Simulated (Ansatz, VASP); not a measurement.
One calculation of SrAgI3, two programs

```xyz
5
Lattice="5.5226 0.0000 0.0000 0.0000 5.5226 0.0000 0.0000 0.0000 6.7021" Properties=species:S:1:pos:R:3 pbc="T T T"
Sr    0.0000    0.0000    3.3511
Ag    0.0000    0.0000    0.0000
I     2.7613    2.7613    3.3511
I     2.7613    0.0000    0.0000
I     0.0000    2.7613    0.0000
```

Alike in both runs: functional PBE; k mesh 4 × 4 × 4; occupations gaussian, width 0.1 eV; no spin polarisation.

Ansatz relaxed the structure, and its values are those at the end. VASP's run is a single point on that final structure, the one shown.

|  | VASP | Ansatz |
| --- | --- | --- |
| version | VASP 6.6.1 | Ansatz 0.2.0 |
| potentials or method | VASP PAW PBE potentials, release 64 (Sr_sv, Ag, I) | scalar-relativistic, plane waves, PAW |
| plane-wave cutoff (eV) | 520 | 420 |
| valence electrons in the cell | 42 | 80 |

|  | VASP | Ansatz | Ansatz less VASP |
| --- | --- | --- | --- |
| gap on the k mesh at the Fermi level (eV) | none | none | - |
| pressure (GPa) | 0.0 | 0.0 | +0.02 |

A gap of «none» marks a metal or a gap that the smearing closes. The two sets of potentials don't hold the same shells in valence.

Spin-orbit coupling is left out, which matters for the levels of I.
